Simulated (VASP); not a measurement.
Wanted: the native input for a VASP 6.6.1 run.

| Quantity | Value |
| --- | --- |
| Task | relaxation of cell and atoms |
| Functional | PBE |
| Potentials or basis | VASP PAW PBE potentials, release 64 (Ta_pv, Br, F) |
| Cutoff | 600 eV |
| k mesh | 8 × 8 × 8 |
| Occupations | gaussian, width 0.1 eV |
| Spin | no spin polarisation |
| Dipole correction | no |
| Further INCAR settings | ALGO = Fast; EDIFF = 1e-06; IBRION = 2; EDIFFG = -0.01; NSW = 100; ISIF = 3 |

The structure of TaBr3F3 lies in POSCAR:

```
TaBr3F3
1.0
    5.0384431410      0.0000000000      0.0000000000
    0.0000000000      5.0384431410      0.0000000000
    0.0000000000      0.0000000000      5.0384431410
Ta Br F
1 3 3
Direct
    0.5000000000      0.5000000000      0.5000000000
    0.5000000000      0.0000000000      0.0000000000
    0.0000000000      0.5000000000      0.0000000000
    0.0000000000      0.0000000000      0.5000000000
    0.5000000000      0.5000000000      0.0000000000
    0.0000000000      0.5000000000      0.5000000000
    0.5000000000      0.0000000000      0.5000000000
```

The cell was built by a generator and needn't be a form met in nature.

The cell isn't the ideal one: species swapped into the Ce3GaBr3 type (Pm-3m, No. 221).

These files were run (other wordings do the same):

INCAR

```
  PREC = Accurate
  ENCUT = 600
  EDIFF = 1E-6
  ISMEAR = 0
  SIGMA = 0.1
  LREAL = False
  LASPH = True
  NELM = 80
  ALGO = Fast
  ISIF = 3
  LWAVE = False
  LCHARG = False
  GGA = PE
  IBRION = 2
  NSW = 100
  EDIFFG = -0.01
```

KPOINTS

```
Automatic mesh
0
Gamma
  8 8 8
```

Potentials or basis: VASP PAW PBE potentials, release 64 (Ta_pv, Br, F).

Run with:

```sh
$ cat potpaw_PBE.64/Ta_pv/POTCAR potpaw_PBE.64/Br/POTCAR potpaw_PBE.64/F/POTCAR > POTCAR
$ mpirun -np 1 vasp_std > vasp.out
```

It gave:

| Quantity | Value |
| --- | --- |
| Relaxed volume | 18.09 Å³/atom |
| Relaxed cell | a = 5.022 Å, b = 5.022 Å, c = 5.022 Å, α = 90.00°, β = 90.00°, γ = 90.00° |
| Space group after relaxing (to 0.05 Å) | Pm-3m (No. 221) |
| Energy gained by relaxing | 0.3 meV/atom |
| Ionic steps | 2 |
| Pressure after relaxing | 0.0 GPa |
| Band gap on the k mesh | none (metal or under the smearing width) |

Caveat: an odd number of electrons without spin polarisation forces a metal; a magnetic or distorted state may lie lower.

Wall time 4.7 min on 1 thread of Intel(R) Xeon(R) Platinum 8559C (Emerald Rapids), on a shared host, peak memory 0.36 GiB.
